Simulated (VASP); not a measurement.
Method: LDA (Ceperley-Alder, Perdew-Zunger), VASP's LDA PAW potentials (set 64) (plane waves; VASP).

VASP ran on this input.

INCAR:
```
SYSTEM  =  Nb
PREC  =  Accurate; ENCUT  =  520; LREAL  =  F
LASPH  =  T
EDIFF  =  1E-6; NELM  =  100; ALGO  =  Normal
LMAXMIX  =  4
ISMEAR  =  1; SIGMA  =  0.1
IBRION  =  2; NSW  =  60; ISIF  =  3
EDIFFG  =  -0.01
LWAVE  =  F; LCHARG  =  F
```

### POSCAR
```
Nb
1
   -1.6230898898     1.6230898898     1.6230898898
    1.6230898898    -1.6230898898     1.6230898898
    1.6230898898     1.6230898898    -1.6230898898
Nb
1
Direct
  1.0000000000   1.0000000000   0.0000000000
```

KPOINTS:
```
Automatic
0
G
  14 14 14
0 0 0
```

POTCAR, in this order: Nb_sv (LDA.64 set). Program: vasp_std.

Q: Estimate the energy per atom (σ→0), band gap (on the k-mesh).

A: 
```
Item                                                         Value
------------------------  ----------------------------------------
energy per atom (σ→0)                              -11.251 eV/atom
band gap (on the k-mesh)  none (metal, semimetal or under 0.01 eV)
```

### OSZICAR
```
...
DAV:   6    -0.112933309770E+02    0.37460E+00   -0.72663E-01  3262   0.118E+01    0.273E+00
DAV:   7    -0.112478644910E+02    0.45466E-01   -0.20839E-01  3290   0.615E+00    0.851E-01
DAV:   8    -0.112509722624E+02   -0.31078E-02   -0.11488E-02  2412   0.156E+00    0.342E-02
DAV:   9    -0.112510240320E+02   -0.51770E-04   -0.90177E-04  3712   0.364E-01    0.324E-02
DAV:  10    -0.112510304113E+02   -0.63793E-05   -0.14878E-05  2556   0.464E-02    0.219E-02
DAV:  11    -0.112510278490E+02    0.25623E-05   -0.11123E-05  2360   0.719E-02    0.328E-03
DAV:  12    -0.112510278707E+02   -0.21611E-07   -0.36966E-07  1344   0.659E-03
   1 F= -.11251028E+02 E0= -.11251165E+02  d E =-.112510E+02
```

The compound is Nb in the bcc structure. It was relaxed first. The start is the result of an earlier pass.
